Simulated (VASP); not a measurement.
# What goes wrong when the modes of Te are computed with a bad input

Some phonon runs on Te get a fault in the input on purpose. Which of them show, and how? The starting structure is a measured crystal structure from the Crystallography Open Database.

Main program and level: VASP 6.6.1; Kohn-Sham DFT with plane waves and PAW; LDA.

## 1. Set-up

It takes space group P3_121 (No. 152, trigonal). The conventional cell has a = 4.457 Å, b = 4.457 Å, c = 5.929 Å, α = 90.00°, β = 90.00°, γ = 120.00°. Te has 2 Te at 2.84 Å nearest.

Coordinates:

```
Te
1.0
     4.45720    0.00000    0.00000
    -2.22860    3.86005    0.00000
     0.00000    0.00000    5.92900
Te
3
Direct
  0.73670 0.73670 0.00000
  0.00000 0.26330 0.66667
  0.26330 0.00000 0.33333
```

## 2. Reference modes

The cell comes from a relaxation at this level, not shown (93.97 Å³).

Contents of INCAR:

```
SYSTEM = Te
PREC = Accurate
ENCUT = 450
EDIFF = 1E-08
NELM = 100
ISMEAR = 0
SIGMA = 0.03
LREAL = .FALSE.
ALGO = Normal
GGA = CA
NBANDS = 15
LORBIT = 11
LWAVE = .FALSE.
LCHARG = .FALSE.
KPAR = 4
IBRION = 8
LEPSILON = .TRUE.
LPEAD = .TRUE.
ISIF = 2
```

Contents of POSCAR:

```
Te
1.0
    4.2762251308      0.0000000000      0.0000000000
   -2.1381125653      3.7033195955      0.0000000000
    0.0000000000      0.0000000000      5.9335485768
Te
3
Direct
    0.7126492623      0.7126492623      0.0000000000
    0.0000000000      0.2873507377      0.6666666667
    0.2873507377      0.0000000000      0.3333333333
```

Contents of KPOINTS:

```
Automatic mesh
0
Gamma
8 8 6
0 0 0
```

The projector-augmented-wave data sets are Te (LDA family, release 64).

Started as:

```console
$ mpirun -np 4 vasp_std
```

Log:

```text
[banner, memory and clock lines left out]
running    4 mpi-ranks, on    1 nodes
 distrk:  each k-point on    1 cores,    4 groups
 distr:  one band on    1 cores,    1 groups

 POSCAR found type information on POSCAR Te
 POSCAR found :  1 types and       3 ions
 LDA part: xc-table for (Slater(with rela. corr.)+CA(PZ))
 , standard interpolation
 POSCAR, INCAR and KPOINTS ok, starting setup
 FFT: planning ... GRIDC
 FFT: planning ... GRID_SOFT
 FFT: planning ... GRID
 WAVECAR not read
 entering main loop
       N       E                     dE             d eps       ncg     rms          rms(c)
DAV:   1     0.668886734626E+02    0.66889E+02   -0.59820E+03  1500   0.857E+02
DAV:   2    -0.705024811926E+01   -0.73939E+02   -0.70218E+02  2021   0.136E+02
DAV:   3    -0.113685569133E+02   -0.43183E+01   -0.42864E+01  1801   0.375E+01
DAV:   4    -0.114449837154E+02   -0.76427E-01   -0.76413E-01  2297   0.588E+00
DAV:   5    -0.114456951301E+02   -0.71141E-03   -0.71141E-03  1921   0.481E-01    0.135E+01
DAV:   6    -0.114217052241E+02    0.23990E-01   -0.12074E-02  1948   0.643E-01    0.838E+00
DAV:   7    -0.114125265739E+02    0.91787E-02   -0.25473E-02  1696   0.902E-01    0.251E-01
DAV:   8    -0.114121000848E+02    0.42649E-03   -0.40166E-03  1696   0.370E-01    0.131E-01
DAV:   9    -0.114121107559E+02   -0.10671E-04   -0.11384E-04  2105   0.752E-02    0.701E-02
DAV:  10    -0.114121056784E+02    0.50775E-05   -0.13433E-05  1843   0.225E-02    0.827E-03
DAV:  11    -0.114121053511E+02    0.32728E-06   -0.19945E-06  1969   0.881E-03    0.334E-03
DAV:  12    -0.114121053518E+02   -0.72043E-09   -0.31184E-07  1822   0.314E-03    0.182E-03
DAV:  13    -0.114121053552E+02   -0.34273E-08   -0.21294E-08  1570   0.873E-04
   1 F= -.11412105E+02 E0= -.11412105E+02  d E =-.105105E-10
 Linear response reoptimize wavefunctions to high precision
DAV:   1    -0.114121053551E+02    0.15893E-09   -0.65179E-09  1864   0.516E-04
DAV:   2    -0.114121053551E+02   -0.44906E-10   -0.90854E-10  1079   0.190E-04
 Linear response to external field (no local field effect), progress :
  Direction:   1
       N       E                     dE             d eps       ncg     rms          rms(c)
RMM:   1    -0.164091816801E+02   -0.16409E+02   -0.12686E+02  1604   0.725E+00
RMM:   2    -0.178254365091E+02   -0.14163E+01   -0.15008E-01  1350   0.159E+00
RMM:   3    -0.178312989862E+02   -0.58625E-02   -0.38597E-03  1350   0.249E-01
RMM:   4    -0.178314178194E+02   -0.11883E-03   -0.12158E-04  1350   0.384E-02
RMM:   5    -0.178314208048E+02   -0.29854E-05   -0.34120E-06  1350   0.809E-03
RMM:   6    -0.178314209488E+02   -0.14404E-06    0.49219E-07  1346   0.150E-03
RMM:   7    -0.178314209481E+02    0.74467E-09    0.54795E-06  1223   0.346E-04
RMM:   8    -0.178314209345E+02    0.13609E-07    0.79934E-06   466   0.825E-05
RMM:   9    -0.178314209300E+02    0.45118E-08    0.18254E-06   139   0.476E-05
RMM:  10    -0.178314209299E+02    0.82476E-10    0.11082E-06    57   0.430E-05
RMM:  11    -0.178314209292E+02    0.68169E-09   -0.11482E-07    46   0.427E-05
RMM:  12    -0.178314209292E+02    0.30763E-10   -0.10592E-07    46   0.427E-05
RMM:  13    -0.178314209292E+02    0.57163E-11   -0.10651E-07    46   0.427E-05
 change of polarisation eV/A/(eV/A) component  1 :    35.663    -5.658    12.607
 dielectric tensor                  component  1 :    69.678   -10.895    24.278
 Linear response to external field (no local field effect), progress :
  Direction:   2
       N       E                     dE             d eps       ncg     rms          rms(c)
RMM:   1    -0.210804418046E+02   -0.21080E+02   -0.16880E+02  1625   0.760E+00
RMM:   2    -0.251183006967E+02   -0.40379E+01   -0.19951E-01  1350   0.171E+00
RMM:   3    -0.251308302620E+02   -0.12530E-01   -0.54395E-03  1350   0.267E-01
RMM:   4    -0.251310065163E+02   -0.17625E-03   -0.14303E-04  1350   0.403E-02
RMM:   5    -0.251310121130E+02   -0.55968E-05    0.26322E-06  1350   0.845E-03
RMM:   6    -0.251310129210E+02   -0.80795E-06    0.46663E-07  1345   0.154E-03
RMM:   7    -0.251310129501E+02   -0.29094E-07   -0.18620E-06  1215   0.360E-04
RMM:   8    -0.251310130560E+02   -0.10591E-06   -0.12761E-05   456   0.862E-05
RMM:   9    -0.251310129982E+02    0.57827E-07    0.20843E-06   130   0.494E-05
RMM:  10    -0.251310129813E+02    0.16876E-07    0.43568E-07    53   0.455E-05
RMM:  11    -0.251310129812E+02    0.11845E-09    0.30125E-07    47   0.453E-05
RMM:  12    -0.251310129812E+02   -0.13330E-10    0.27989E-07    46   0.453E-05
 change of polarisation eV/A/(eV/A) component  2 :    -5.644    50.262   -20.635
 dielectric tensor                  component  2 :   -10.868    97.792   -39.738
 Linear response to external field (no local field effect), progress :
  Direction:   3
       N       E                     dE             d eps       ncg     rms          rms(c)
RMM:   1    -0.309927219757E+02   -0.30993E+02   -0.25312E+02  1631   0.831E+00
RMM:   2    -0.344554054438E+02   -0.34627E+01   -0.26050E-01  1350   0.189E+00
RMM:   3    -0.344698930488E+02   -0.14488E-01   -0.79429E-03  1350   0.304E-01
RMM:   4    -0.344700604873E+02   -0.16744E-03   -0.29901E-04  1350   0.465E-02
RMM:   5    -0.344700583479E+02    0.21395E-05   -0.17122E-05  1350   0.987E-03
RMM:   6    -0.344700576678E+02    0.68008E-06   -0.62909E-07  1339   0.176E-03
[...]
RMM:  14    -0.193413696723E+02    0.62930E-06   -0.67451E-07  1623   0.491E-05    0.478E-06
 change of polarisation eV/A/(eV/A) component  1 :    37.406    -0.182     6.711
 dielectric tensor                  component  1 :    73.034    -0.350    12.924
 Linear response to external field, progress :
  Direction:   2
       N       E                     dE             d eps       ncg     rms          rms(c)
RMM:   1    -0.187144039984E+02   -0.18714E+02   -0.14757E+02  6298   0.742E+00
RMM:   2    -0.214528598591E+02   -0.27385E+01   -0.18068E-01  5293   0.165E+00    0.173E+01
RMM:   3    -0.200491122812E+02    0.14037E+01   -0.25275E+00 13126   0.579E+00    0.120E+01
RMM:   4    -0.201382827982E+02   -0.89171E-01   -0.10084E-01  9419   0.149E+00    0.583E+00
RMM:   5    -0.204125938172E+02   -0.27431E+00   -0.43001E-02  9407   0.108E+00    0.306E-01
RMM:   6    -0.204218494768E+02   -0.92557E-02   -0.32389E-03  9702   0.272E-01    0.120E-01
RMM:   7    -0.204194977854E+02    0.23517E-02   -0.57064E-04 10052   0.551E-02    0.388E-02
RMM:   8    -0.204242913375E+02   -0.47936E-02   -0.25139E-04  9836   0.236E-02    0.652E-03
RMM:   9    -0.204248491640E+02   -0.55783E-03   -0.17782E-04 10313   0.520E-03    0.247E-03
RMM:  10    -0.204252216177E+02   -0.37245E-03   -0.63893E-06 10280   0.180E-03    0.545E-04
RMM:  11    -0.204252603109E+02   -0.38693E-04   -0.13213E-05 10646   0.507E-04    0.268E-04
RMM:  12    -0.204252680809E+02   -0.77701E-05   -0.26510E-06 10288   0.184E-04    0.721E-05
RMM:  13    -0.204252653540E+02    0.27270E-05   -0.10630E-06  6522   0.635E-05    0.313E-05
RMM:  14    -0.204252649801E+02    0.37390E-06   -0.13841E-07  2835   0.486E-05    0.584E-06
 change of polarisation eV/A/(eV/A) component  2 :     2.190    39.494     0.031
 dielectric tensor                  component  2 :     4.217    77.056     0.060
 Linear response to external field, progress :
  Direction:   3
       N       E                     dE             d eps       ncg     rms          rms(c)
RMM:   1    -0.309926602230E+02   -0.30993E+02   -0.25312E+02  2215   0.831E+00
RMM:   2    -0.344553967831E+02   -0.34627E+01   -0.26040E-01  1836   0.189E+00    0.771E+00
RMM:   3    -0.337699455683E+02    0.68545E+00   -0.48824E-01  3060   0.349E+00    0.418E+00
RMM:   4    -0.343254962620E+02   -0.55555E+00   -0.50956E-01  4112   0.357E+00    0.563E-01
RMM:   5    -0.344214094210E+02   -0.95913E-01   -0.20408E-02  3252   0.848E-01    0.342E-01
RMM:   6    -0.344642628279E+02   -0.42853E-01   -0.11464E-03  3354   0.184E-01    0.193E-01
RMM:   7    -0.344705878125E+02   -0.63250E-02   -0.17357E-04  3501   0.457E-02    0.828E-02
RMM:   8    -0.344738169617E+02   -0.32291E-02   -0.66250E-05  3558   0.146E-02    0.282E-02
RMM:   9    -0.344740674455E+02   -0.25048E-03   -0.15442E-04  3571   0.414E-03    0.515E-03
RMM:  10    -0.344741736950E+02   -0.10625E-03   -0.55919E-05  3650   0.156E-03    0.313E-03
RMM:  11    -0.344741832279E+02   -0.95329E-05   -0.24422E-05  3635   0.403E-04    0.361E-04
RMM:  12    -0.344741874916E+02   -0.42637E-05   -0.13421E-05  3540   0.176E-04    0.179E-04
RMM:  13    -0.344741873023E+02    0.18930E-06   -0.79740E-06  2153   0.598E-05    0.134E-05
RMM:  14    -0.344741876998E+02   -0.39750E-06    0.30160E-07   963   0.456E-05    0.134E-05
RMM:  15    -0.344741881991E+02   -0.49930E-06    0.26632E-07   825   0.458E-05    0.971E-07
 change of polarisation eV/A/(eV/A) component  3 :     6.682    -8.101    66.459
 dielectric tensor                  component  3 :    12.869   -15.600   128.983
 Linear response DOF=           2
 Linear response progress:
  Degree of freedom:   1/  2
       N       E                     dE             d eps       ncg     rms          rms(c)
RMM:   1    -0.478530163690E-01   -0.47853E-01    0.29021E-02 13584   0.106E+00
RMM:   2    -0.462778212622E-01    0.15752E-02   -0.24269E-03  9225   0.282E-01    0.819E-02
RMM:   3    -0.461663956512E-01    0.11143E-03   -0.10214E-04  9735   0.617E-02    0.552E-02
RMM:   4    -0.460892082951E-01    0.77187E-04   -0.30695E-05  9951   0.266E-02    0.149E-02
RMM:   5    -0.460911650336E-01   -0.19567E-05   -0.91133E-07 10039   0.610E-03    0.745E-03
RMM:   6    -0.460983888893E-01   -0.72239E-05   -0.23846E-07  9881   0.227E-03    0.876E-04
RMM:   7    -0.460981799842E-01    0.20891E-06   -0.47170E-08 10241   0.561E-04    0.511E-04
RMM:   8    -0.460976213968E-01    0.55859E-06   -0.16094E-07 10273   0.207E-04    0.129E-04
RMM:   9    -0.460976811668E-01   -0.59770E-07   -0.25996E-08 10501   0.478E-05    0.589E-05
RMM:  10    -0.460976928653E-01   -0.11699E-07   -0.69934E-09 10369   0.204E-05    0.148E-05
RMM:  11    -0.460977051879E-01   -0.12323E-07   -0.49036E-09 10310   0.980E-06    0.873E-06
RMM:  12    -0.460977013518E-01    0.38361E-08    0.42986E-09  9653   0.400E-06    0.150E-06
 first order change of Fermi-energy   0.16511E+00
 force on displaced ion       1 direction 1 :  -2.366  -0.092  -0.313
 Born effective charge ion    1 direction 1 :  -2.033   3.310   4.652
 Linear response progress:
  Degree of freedom:   2/  2
       N       E                     dE             d eps       ncg     rms          rms(c)
RMM:   1    -0.590511882623E-01   -0.59051E-01    0.41457E-02 14319   0.108E+00
RMM:   2    -0.559686567145E-01    0.30825E-02   -0.29544E-03  9276   0.308E-01    0.252E-01
RMM:   3    -0.557011488055E-01    0.26751E-03   -0.54437E-04  9659   0.979E-02    0.172E-01
RMM:   4    -0.556571969788E-01    0.43952E-04   -0.14346E-05  9792   0.254E-02    0.869E-02
RMM:   5    -0.556437387116E-01    0.13458E-04   -0.76576E-06 10041   0.136E-02    0.398E-03
RMM:   6    -0.556466458541E-01   -0.29071E-05    0.58609E-07 10078   0.310E-03    0.263E-03
RMM:   7    -0.556490643430E-01   -0.24185E-05    0.24460E-07 10189   0.113E-03    0.484E-04
RMM:   8    -0.556489294199E-01    0.13492E-06   -0.13780E-07 10312   0.312E-04    0.232E-04
RMM:   9    -0.556490433502E-01   -0.11393E-06   -0.22640E-08 10372   0.903E-05    0.556E-05
RMM:  10    -0.556491115340E-01   -0.68184E-07   -0.34384E-08 10507   0.296E-05    0.147E-05
RMM:  11    -0.556491296357E-01   -0.18102E-07    0.10113E-08 10572   0.951E-06    0.269E-06
RMM:  12    -0.556491281080E-01    0.15277E-08    0.37536E-09 10092   0.426E-06    0.720E-07
 first order change of Fermi-energy  -0.14252E-04
 force on displaced ion       1 direction 3 :  -0.310   0.182  -4.921
 Born effective charge ion    1 direction 3 :   3.994  -2.164  -0.009
 Born effective charges drift removed
 Linear response finished
```

Run time: 6.6 min. Hardware: 4 MPI ranks of AMD EPYC 7R43, shared host; peak memory 2.4 GiB; 25 min of CPU time.

The logs omit lines about the potential files and the build; timing stands in the text.

[end of part 1 of 3]

[Lines on the potential files, build, host, timing and source positions are cut from VASP's logs without a mark.]

[Logs are printed without paths, hosts, clocks, repeated set-up lines and the standing remarks that a program may print on its own settings, such as how far it seeks lower states.]

[Hosts, paths, dates, database ids (printed as entryN), source tags and the programs' standing remarks are cut or masked in the printed files.]
